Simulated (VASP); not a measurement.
Input:

```yaml
crystal:
  lattice:
    - [0.00000, 3.00000, 3.00000]
    - [3.00000, 0.00000, 3.00000]
    - [3.00000, 3.00000, 0.00000]
  atoms:
    - { symbol: Li, position: [0.25000, 0.25000, 0.25000] }
    - { symbol: Li, position: [0.75000, 0.75000, 0.75000] }
    - { symbol: Se, position: [0.00000, 0.00000, 0.00000] }
```

These are PBE GGA, VASP's PBE PAW potentials (set 64) (plane waves; VASP) values and carry that method's errors. Settings: 650 eV cut-off, 6×6×6 Γ-centred mesh, Gaussian smearing of 0.050 eV, potentials Li_sv Se.

Task: Give the elastic stiffness tensor with the ions relaxed (GPa, in the frame of the cell).

Result: 
|  | xx | yy | zz | yz | xz | xy |
|---|---|---|---|---|---|---|
| xx | 66.9 | 17.3 | 17.3 | 0.0 | 0.0 | 0.0 |
| yy | 17.3 | 66.9 | 17.3 | 0.0 | 0.0 | 0.0 |
| zz | 17.3 | 17.3 | 66.9 | 0.0 | 0.0 | 0.0 |
| yz | 0.0 | 0.0 | 0.0 | 27.9 | 0.0 | 0.0 |
| xz | 0.0 | 0.0 | 0.0 | 0.0 | 27.9 | 0.0 |
| xy | 0.0 | 0.0 | 0.0 | 0.0 | 0.0 | 27.9 |

Task: Estimate the Hill bulk modulus, Hill shear modulus, Young's modulus, Poisson's ratio.

Result: 
```yaml
hill_bulk_modulus: 338 kbar
hill_shear_modulus: 26.6 GPa
Young's modulus: 63.2 GPa
Poisson's ratio: 0.188
```

The compound is Li2Se in the antifluorite structure. The cell was not relaxed at this level.
